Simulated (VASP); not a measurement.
# Al2Cu (Khatyrkite): Cu into a neighbouring Cu vacancy, part 2 of 4

Wanted: the minimum-energy path in Al2Cu (Khatyrkite) for this move: Cu into a neighbouring Cu vacancy. The start is a cell from a database of measured crystal structures.

VASP 6.6.1; PBEsol; plane waves and PAW (Cu, Al).

So far. Step 2 (Relax the host): The run ended after 8 ionic steps, 0.043 eV below its first step, once forces and stress met EDIFFG = -0.02.

### 3. Relax the start

System of this step: Khatyrkite. The cell holds 23 atoms: 7 Cu and 16 Al. Cell: a = 5.968 Å, b = 5.968 Å, c = 9.746 Å, α = 90.0°, β = 90.0°, γ = 90.0°. It derives from Al2Cu (Khatyrkite). Nearest the centre at fractional (0.000, 0.000, 0.250): Cu4 at 1.23 Å, Al22 at 2.23 Å, Al12 at 2.24 Å, Al16 at 2.25 Å, Al10 at 2.25 Å, Al9 at 3.27 Å, Al21 at 3.30 Å, Al18 at 3.30 Å.

A path needs two true minima; the start is relaxed with symmetry off.

File INCAR:

```
SYSTEM = Al16Cu7
PREC = Normal
ENCUT = 300
EDIFF = 1E-05
NELM = 120
ISMEAR = 1
SIGMA = 0.15
LREAL = Auto
ALGO = Fast
GGA = PS
NBANDS = 85
LASPH = .TRUE.
LORBIT = 11
LWAVE = .FALSE.
LCHARG = .FALSE.
NCORE = 3
IBRION = 2
NSW = 60
ISIF = 2
EDIFFG = -0.05
POTIM = 0.4
MAXMIX = 40
ISYM = 0
```

File POSCAR:

```
Al16Cu7
1.0
    5.9683186920      0.0000000000      0.0000000000
    0.0000000000      5.9683186920      0.0000000000
    0.0000000000      0.0000000000      9.7463058428
Cu Al
7 16
Direct
    0.0011580621      0.0027532650      0.6256780766
    0.4956330843      0.5030338724      0.3759159872
    0.4982006549      0.5019473427      0.8757481243
    0.0009856461      0.0000952437      0.3761218876
   -0.0024678779     -0.0005459157      0.8740106625
    0.5020067501      0.5001331099      0.6243998613
    0.4973798032      0.4991381417      0.1250167082
    0.1589006048      0.3445122857      0.0020658582
    0.1507389777      0.3338457070      0.4996413573
    0.6584093860      0.8408917659      0.2504459575
    0.6669210936      0.8364494302      0.7492251320
    0.8470212261      0.3423429618      0.2513606455
    0.8384533928      0.3346530971      0.7503436476
    0.3405411515      0.8360629518      0.4985979782
    0.3399344219      0.8370099536     -0.0002016558
    0.3404958085      0.1599434082      0.2489610594
    0.3421655084      0.1628104827      0.7506583998
    0.8374339303      0.6622759446      0.4989710152
    0.8431219337      0.6562325686      0.0018765412
    0.6597569245      0.1556395658     -0.0006441404
    0.6600054559      0.1607382890      0.4979844915
    0.1561133202      0.6604929710      0.2490422020
    0.1606133435      0.6623693285      0.7466165901
```

File KPOINTS:

```
Automatic mesh
0
Monkhorst-Pack
3 3 2
0 0 0
```

The projector-augmented-wave data sets are Cu and Al (PBE family, release 64).

Launch:

```bash
mpirun -np 3 vasp_std
```

What it wrote:

```text
[banner, memory and clock lines left out]
running    3 mpi-ranks, on    1 nodes
 distrk:  each k-point on    3 cores,    1 groups
 distr:  one band on    3 cores,    1 groups

 POSCAR found type information on POSCAR CuAl
 POSCAR found :  2 types and      23 ions
 [... a notice as in an earlier step ...]

 LDA part: xc-table for (Slater+PW92), standard interpolation
 POSCAR, INCAR and KPOINTS ok, starting setup
 FFT: planning ... GRIDC
 FFT: planning ... GRID_SOFT
 FFT: planning ... GRID
 WAVECAR not read
 entering main loop
       N       E                     dE             d eps       ncg     rms          rms(c)
DAV:   1     0.697855067154E+03    0.69786E+03   -0.32287E+04  1530   0.101E+03
DAV:   2    -0.466776904387E+02   -0.74453E+03   -0.70952E+03  1535   0.285E+02
DAV:   3    -0.113800813327E+03   -0.67123E+02   -0.60264E+02  1885   0.111E+02
DAV:   4    -0.117185494664E+03   -0.33847E+01   -0.33209E+01  2412   0.278E+01
DAV:   5    -0.117235972764E+03   -0.50478E-01   -0.50394E-01  2428   0.426E+00    0.432E+01
RMM:   6    -0.139038284057E+03   -0.21802E+02   -0.51888E+02  1668   0.161E+02    0.378E+01
RMM:   7    -0.100125586009E+03    0.38913E+02   -0.17182E+02  1530   0.974E+01    0.836E+00
RMM:   8    -0.987054001905E+02    0.14202E+01   -0.13395E+01  1540   0.271E+01    0.263E+00
RMM:   9    -0.986234821431E+02    0.81918E-01   -0.18915E+00  1544   0.652E+00    0.239E+00
RMM:  10    -0.985717031124E+02    0.51779E-01   -0.82066E-01  1557   0.562E+00    0.867E-01
RMM:  11    -0.986104803195E+02   -0.38777E-01   -0.48153E-01  1558   0.387E+00    0.139E+00
RMM:  12    -0.985978489817E+02    0.12631E-01   -0.93239E-02  1564   0.156E+00    0.857E-01
RMM:  13    -0.985797965582E+02    0.18052E-01   -0.36681E-02  1580   0.121E+00    0.148E-01
RMM:  14    -0.985810410063E+02   -0.12444E-02   -0.16443E-02  1971   0.397E-01    0.127E-01
RMM:  15    -0.985812805370E+02   -0.23953E-03   -0.14393E-03  1745   0.172E-01    0.838E-02
RMM:  16    -0.985810914021E+02    0.18913E-03   -0.96173E-04  1572   0.198E-01    0.299E-02
RMM:  17    -0.985811275501E+02   -0.36148E-04   -0.36827E-04  1562   0.614E-02    0.484E-02
RMM:  18    -0.985811083601E+02    0.19190E-04   -0.81001E-05  1425   0.689E-02    0.225E-02
RMM:  19    -0.985811017970E+02    0.65631E-05   -0.42750E-05  1316   0.413E-02
   1 F= -.98581102E+02 E0= -.98582171E+02  d E =-.985811E+02
 curvature:   0.00 expect dE= 0.000E+00 dE for cont linesearch  0.000E+00
 trial: gam= 0.00000 g(F)=  0.917E-01 g(S)=  0.000E+00 ort = 0.000E+00 (trialstep = 0.100E+01)
 search vector abs. value=  0.917E-01
 bond charge predicted
       N       E                     dE             d eps       ncg     rms          rms(c)
DAV:   1    -0.986501691721E+02   -0.69061E-01   -0.60991E+00  1716   0.803E+00    0.304E-01
RMM:   2    -0.986562833078E+02   -0.61141E-02   -0.84681E-02  1588   0.180E+00    0.370E-01
RMM:   3    -0.986573471543E+02   -0.10638E-02   -0.29267E-02  1639   0.101E+00    0.266E-01
RMM:   4    -0.986573574797E+02   -0.10325E-04   -0.11022E-02  1596   0.719E-01    0.119E-01
RMM:   5    -0.986577083664E+02   -0.35089E-03   -0.54479E-03  2008   0.348E-01    0.675E-02
RMM:   6    -0.986576926388E+02    0.15728E-04   -0.33526E-04  1595   0.795E-02    0.456E-02
RMM:   7    -0.986577098795E+02   -0.17241E-04   -0.18668E-04  1551   0.878E-02    0.742E-02
RMM:   8    -0.986576711211E+02    0.38758E-04   -0.10368E-04  1474   0.704E-02    0.196E-02
RMM:   9    -0.986576733561E+02   -0.22351E-05   -0.32747E-05  1211   0.196E-02
   2 F= -.98657673E+02 E0= -.98659648E+02  d E =-.765716E-01
[...]
3 F= -.98720281E+02 E0= -.98722941E+02  d E =-.139179E+00
[...]
4 F= -.98721493E+02 E0= -.98724102E+02  d E =-.140391E+00
[...]
5 F= -.98736235E+02 E0= -.98739607E+02  d E =-.147418E-01
[...]
6 F= -.98742818E+02 E0= -.98746773E+02  d E =-.213251E-01
[...]
7 F= -.98742497E+02 E0= -.98746449E+02  d E =-.210042E-01
 curvature:  -1.86 expect dE=-0.764E-02 dE for cont linesearch -0.978E-06
 trial: gam= 0.31904 g(F)=  0.410E-02 g(S)=  0.000E+00 ort =-0.894E-04 (trialstep = 0.178E+01)
 search vector abs. value=  0.559E-02
 bond charge predicted
       N       E                     dE             d eps       ncg     rms          rms(c)
DAV:   1    -0.987457004296E+02   -0.32041E-02   -0.15608E+00  1655   0.406E+00    0.140E-01
RMM:   2    -0.987525810516E+02   -0.68806E-02   -0.31650E-02  1563   0.126E+00    0.582E-01
RMM:   3    -0.987487790682E+02    0.38020E-02   -0.81125E-03  1608   0.656E-01    0.307E-01
RMM:   4    -0.987471409714E+02    0.16381E-02   -0.10919E-02  1586   0.741E-01    0.117E-01
RMM:   5    -0.987473709004E+02   -0.22993E-03   -0.20949E-03  1564   0.173E-01    0.127E-01
RMM:   6    -0.987471574361E+02    0.21346E-03   -0.91744E-04  1552   0.223E-01    0.568E-02
RMM:   7    -0.987471515946E+02    0.58415E-05   -0.22835E-04  1749   0.702E-02    0.347E-02
RMM:   8    -0.987471657173E+02   -0.14123E-04   -0.10723E-04  1540   0.442E-02    0.333E-02
RMM:   9    -0.987471493050E+02    0.16412E-04   -0.26466E-05  1035   0.352E-02    0.176E-02
RMM:  10    -0.987471461716E+02    0.31334E-05   -0.76685E-06   926   0.116E-02
   8 F= -.98747146E+02 E0= -.98751470E+02  d E =-.464916E-02
 trial-energy change:   -0.004649  1 .order   -0.004633   -0.007242   -0.002025
 step:   2.4685(harm=  2.4685)  dis= 0.01050  next Energy=   -98.747523 (dE=-0.503E-02)
 reached required accuracy - stopping structural energy minimisation
```

Wall time 95 s (3 MPI ranks of Intel Xeon 6975P-C (Granite Rapids), shared host); peak memory 0.42 GiB; 4.6 min of CPU time.

From OUTCAR (step 3):

```text
 Found      9 irreducible k-points:

   k-points           NKPTS =      9   k-points in BZ     NKDIM =      9   number of bands    NBANDS=     85

   dimension x,y,z NGX =    28 NGY =   28 NGZ =   42
   dimension x,y,z NGXF=    56 NGYF=   56 NGZF=   84

   ENCUT  =  300.0 eV  22.05 Ry    4.70 a.u.   8.43  8.43 13.76*2*pi/ulx,y,z

   NELECT =     125.0000    total number of electrons

 E-fermi :   7.7684

 k-point     1 :       0.0000    0.0000    0.2500
  band No.  band energies     occupation
    ...
     60       6.4600      2.00000
     61       6.4937      2.00000
     62       6.8668      2.00000
     63       7.1508      2.00000
     64       7.6648      1.91307
     65       8.0799     -0.01238
     66       8.0923     -0.00923
     67       8.1278     -0.00364
     68       8.6331     -0.00000
     69       9.1715     -0.00000
    ...

 k-point     2 :       0.3333    0.0000    0.2500
  band No.  band energies     occupation
    ...
     58       6.3385      2.00000
     59       6.4449      2.00000
     60       6.7969      2.00000
     61       7.2134      2.00000
     62       7.4058      2.00333
     63       7.9200     -0.05239
     64       8.1173     -0.00486
     65       8.2060     -0.00029
     66       8.8680     -0.00000
     67       9.2163     -0.00000
    ...

  Total       -5.6472598     -5.6997670      0.5718191     -0.0054082     -0.0010917     -0.0584285
  in kB      -26.0617936    -26.3041114      2.6389138     -0.0249584     -0.0050381     -0.2696443
  external PRESSURE =     -16.5756637 kB  Pullay stress =       0.0000000 kB

  energy-cutoff  :      300.00
  volume of cell :      347.17
      direct lattice vectors                 reciprocal lattice vectors
     5.968318692  0.000000000  0.000000000     0.167551374  0.000000000  0.000000000
     0.000000000  5.968318692  0.000000000     0.000000000  0.167551374  0.000000000
     0.000000000  0.000000000  9.746305843     0.000000000  0.000000000  0.102602978

 POSITION                                       TOTAL-FORCE (eV/Angst)
 -----------------------------------------------------------------------------------
      0.00400      0.00053      6.09024        -0.001596     -0.011781      0.003068
      2.97431      2.98123      3.65220         0.012028      0.002025     -0.006721
      2.98238      2.98157      8.52823         0.009194     -0.009862     -0.019734
      5.96284      0.00483      3.62021         0.009561     -0.025553      0.034058
      0.00074      5.96555      8.56034        -0.000307      0.001803     -0.033748
      2.98163      2.97792      6.08907         0.004034      0.005987      0.015522
      2.98604      2.97984      1.21660        -0.007794     -0.005961      0.016159
      0.94412      1.98445      0.02948        -0.037527     -0.012145      0.014300
      0.94415      2.03088      4.84505         0.007617     -0.009865     -0.003599
      3.97773      5.02492      2.40258         0.025051      0.030881     -0.007349
      3.95088      5.01003      7.33875        -0.021048     -0.023130     -0.004787
      5.02417      1.98858      2.40574         0.035587     -0.012440     -0.019190
      5.01573      2.01959      7.33942        -0.023213      0.011883     -0.001352
      2.02425      5.01845      4.84149        -0.005494     -0.021174     -0.003581
      1.98292      5.01757      0.02840        -0.001528      0.037307      0.007896
      1.97925      0.93917      2.40439        -0.007359     -0.010657     -0.020275
      2.03180      0.94134      7.34185        -0.006522      0.027973     -0.006701
      5.00647      3.94734      4.84049        -0.000699      0.004370      0.000525
      5.02431      3.98265      0.03246         0.030135     -0.001883      0.012729
      3.97882      0.93719      0.03414         0.019689     -0.020555      0.003201
      3.94328      0.94775      4.84142        -0.014496      0.026624      0.003761
      0.94277      3.98994      2.39741        -0.041014      0.007326      0.009233
      0.95025      3.93738      7.33398         0.015700      0.008827      0.006586
 -----------------------------------------------------------------------------------
    total drift:                               -0.008988     -0.000208      0.003267

  FREE ENERGIE OF THE ION-ELECTRON SYSTEM (eV)
  ---------------------------------------------------
  free  energy   TOTEN  =       -98.7471461716 eV

  energy  without entropy=      -98.7601172261  energy(sigma->0) =      -98.75146986

 total charge
# of ion       s       p       d       tot
------------------------------------------
    1        0.508   0.518   9.135  10.161
    2        0.509   0.525   9.133  10.166
    3        0.509   0.525   9.132  10.167
    4        0.525   0.527   9.120  10.171
    5        0.524   0.526   9.120  10.171
    6        0.513   0.514   9.135  10.161
    7        0.507   0.522   9.136  10.166
    8        0.432   0.338   0.000   0.770
    9        0.428   0.344   0.000   0.773
   10        0.432   0.338   0.000   0.770
   11        0.428   0.345   0.000   0.773
   12        0.432   0.338   0.000   0.770
   13        0.428   0.345   0.000   0.773
   14        0.428   0.344   0.000   0.773
   15        0.432   0.339   0.000   0.771
   16        0.432   0.338   0.000   0.770
   17        0.428   0.344   0.000   0.773
   18        0.428   0.345   0.000   0.773
   19        0.432   0.338   0.000   0.770
   20        0.432   0.338   0.000   0.770
   21        0.428   0.345   0.000   0.773
   22        0.432   0.338   0.000   0.770
   23        0.428   0.344   0.000   0.773
--------------------------------------------------
tot         10.476   9.117  63.912  83.505

[... 1 part as in an earlier step ...]

[... 7 further parts left out ...]
```

CONTCAR:

```
Al16Cu7
   1.00000000000000
     5.9683186920000004    0.0000000000000000    0.0000000000000000
     0.0000000000000000    5.9683186920000004    0.0000000000000000
     0.0000000000000000    0.0000000000000000    9.7463058428000000
  Cu              Al
     7    16
Direct
     0.0006700801792006    0.0000893255727567    0.6248768733810883
     0.4983500059188207    0.4995098340428992    0.3747262050169097
     0.4997012421088222    0.4995666865605140    0.8750222693956639
     0.9990826946048024    0.0008098995991349    0.3714446917627205
     0.0001247111448471    0.9995358533297618    0.8783168445230997
     0.4995761456688798    0.4989544342349646    0.6247571371937632
     0.5003153293449265    0.4992758528385169    0.1248263148162777
     0.1581881314395628    0.3324966048113193    0.0030250381425777
     0.1581931373750975    0.3402766054412500    0.4971165155141846
     0.6664744224397595    0.8419318630722690    0.2465120902068125
     0.6619756663340750    0.8394368525677445    0.7529781141702599
     0.8418071558261835    0.3331885849518868    0.2468360956728430
     0.8403926021616540    0.3383847064141783    0.7530459958297876
     0.3391661246444951    0.8408489355919210    0.4967508933498827
     0.3322410977801342    0.8407002317434571    0.0029139157441296
     0.3316264356165950    0.1573591704755461    0.2466975322589920
     0.3404304065884890    0.1577224923525237    0.7532956080215952
     0.8388409300377797    0.6613827000890101    0.4966482337550117
     0.8418299355738794    0.6672991292691589    0.0033299945990114
     0.6666562680975804    0.1570270686865746    0.0035025040977506
     0.6607021473598370    0.1587963909330995    0.4967439417830601
     0.1579620425992450    0.6685196476762921    0.2459812697708263
     0.1592158893553364    0.6597129009452243    0.7524883079937542
```

This run has no spin polarisation. Its electron count is odd, so without a moment it is a metal by construction.

Relaxation path:

```
step  energy less that of the first step (eV)  largest force (eV/Å)
   1                                   0.0000                0.5027
   2                                  -0.0766                0.3213
   3                                  -0.1392                0.1761
   4                                  -0.1404                0.2186
   5                                  -0.1551                0.1068
   6                                  -0.1617                0.1190
   7                                  -0.1614                0.1403
   8                                  -0.1660                0.0436
```

The atoms that moved most (Å):

```
atom      dx      dy      dz  length
Al12  -0.031  -0.055  -0.044   0.077
 Al8  -0.004  -0.072   0.009   0.072
Al19  -0.008   0.066   0.014   0.068
 Al9   0.044   0.038  -0.025   0.064
Al10   0.048   0.006  -0.038   0.062
Al23  -0.008  -0.016   0.057   0.060
Al16  -0.053  -0.015  -0.022   0.059
Al15  -0.046   0.022   0.030   0.059
```

Final coordinates:

```xyz
23
Lattice="5.9683 0.0000 0.0000 0.0000 5.9683 0.0000 0.0000 0.0000 9.7463" Properties=species:S:1:pos:R:3 pbc="T T T"
Cu    0.0040    0.0005    6.0902
Cu    2.9743    2.9812    3.6522
Cu    2.9824    2.9816    8.5282
Cu   -0.0055    0.0048    3.6202
Cu    0.0007   -0.0028    8.5603
Cu    2.9816    2.9779    6.0891
Cu    2.9860    2.9798    1.2166
Al    0.9441    1.9844    0.0295
Al    0.9441    2.0309    4.8450
Al    3.9777    5.0249    2.4026
Al    3.9509    5.0100    7.3388
Al    5.0242    1.9886    2.4057
Al    5.0157    2.0196    7.3394
Al    2.0243    5.0185    4.8415
Al    1.9829    5.0176    0.0284
Al    1.9793    0.9392    2.4044
Al    2.0318    0.9413    7.3418
Al    5.0065    3.9473    4.8405
Al    5.0243    3.9827    0.0325
Al    3.9788    0.9372    0.0341
Al    3.9433    0.9477    4.8414
Al    0.9428    3.9899    2.3974
Al    0.9503    3.9374    7.3340
```

Numbers from this step:

```
electronic cycles       : 87
electrons               : 125
free energy (TOTEN)     : -98.7471 eV
energy at zero smearing : -98.7515 eV
Fermi energy            : 7.768 eV
```

The run ended after 8 ionic steps, 0.166 eV below its first step, once the forces on the free atoms met EDIFFG = -0.05.

[end of part 2 of 4]

[Lines on the potential files, build, host, timing and source positions are cut from VASP's logs without a mark.]

[Logs are printed without paths, hosts, clocks, repeated set-up lines and the standing remarks that a program may print on its own settings, such as how far it seeks lower states.]

[Hosts, paths, dates, database ids (printed as entryN), source tags and the programs' standing remarks are cut or masked in the printed files.]

[Runs that stopped without an error message from VASP are left out.]
